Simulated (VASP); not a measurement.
Given:

```xyz
17
Lattice="5.1357 0.0000 0.0000 2.5679 4.4477 0.0000 0.0000 0.0000 20.3733" Properties=species:S:1:pos:R:3 pbc="T T T"
Cu     0.0000     0.0000     7.0417
Cu     2.5679     0.0000     7.0417
Cu     1.2839     2.2238     7.0417
Cu     3.8518     2.2238     7.0417
Cu     1.2839     0.7413     9.1383
Cu     3.8518     0.7413     9.1383
Cu     2.5679     2.9651     9.1383
Cu     5.1357     2.9651     9.1383
Cu     0.0000     1.4826    11.2350
Cu     2.5679     1.4826    11.2350
Cu     1.2839     3.7064    11.2350
Cu     3.8518     3.7064    11.2350
Cu     0.0000     0.0000    13.3316
Cu     2.5679     0.0000    13.3316
Cu     1.2839     2.2238    13.3316
Cu     3.8518     2.2238    13.3316
N      2.5679     1.4826    14.5569
```

Calculation: PBE GGA, VASP's PBE PAW potentials (set 64) (plane waves; VASP 6.6.1). Numerical set-up: PREC = Normal, EDIFF = 1E-5, 400 eV cut-off, 6×6×1 Γ-centred mesh, first-order Methfessel-Paxton smearing of 0.10 eV, potentials Cu N.

At this cut-off the stress carries a Pulay error, which pulls relaxed volumes low.

The ions are relaxed. Predict the relaxed structure.

```xyz
17
Lattice="5.1357 0.0000 0.0000 2.5679 4.4477 0.0000 0.0000 0.0000 20.3733" Properties=species:S:1:pos:R:3 pbc="T T T"
Cu     0.0000     0.0000     7.0559
Cu     5.1357     4.4434     7.0523
Cu     6.4160     2.2260     7.0523
Cu     3.8555     2.2260     7.0523
Cu     1.2833     0.7409     9.1483
Cu     3.8524     0.7409     9.1483
Cu     2.5679     2.9658     9.1483
Cu     5.1357     2.9651     9.1315
Cu     5.1357     1.4930    11.2396
Cu     2.5679     1.4826    11.2126
Cu     6.4106     3.7011    11.2396
Cu     3.8609     3.7011    11.2396
Cu     0.0000     0.0000    13.2939
Cu     5.1357     4.3987    13.3785
Cu     6.3773     2.2483    13.3785
Cu     3.8942     2.2483    13.3785
N      2.5679     1.4826    14.3937
```

How much energy does the relaxation gain?

The energy (σ→0) changes by -10.3 meV/atom, in 13 ionic steps.

| step | E(σ→0) (eV) | max force (eV/Å) | pressure (GPa) | volume (Å³) |
|---|---|---|---|---|
| 1 | -62.5235 | 1.667 | -1.55 | 465.37 |
| 2 | -62.6430 | 0.488 | -1.16 | 465.37 |
| 3 | -62.6454 | 0.597 | -1.06 | 465.37 |
| 4 | -62.6860 | 0.232 | -1.16 | 465.37 |
| 5 | -62.6949 | 0.183 | -1.09 | 465.37 |
| 6 | -62.6949 | 0.184 | -1.05 | 465.37 |
| 7 | -62.6974 | 0.078 | -0.99 | 465.37 |
| 8 | -62.6975 | 0.066 | -0.91 | 465.37 |
| 9 | -62.6986 | 0.043 | -0.87 | 465.37 |
| 10 | -62.6987 | 0.041 | -0.94 | 465.37 |
| 11 | -62.6986 | 0.079 | -0.90 | 465.37 |
| 12 | -62.6987 | 0.048 | -0.89 | 465.37 |
| 13 | -62.6994 | 0.023 | -0.86 | 465.37 |

The cell is a thin slab with vacuum, built from Cu (fcc): (111) face, N adsorbed.
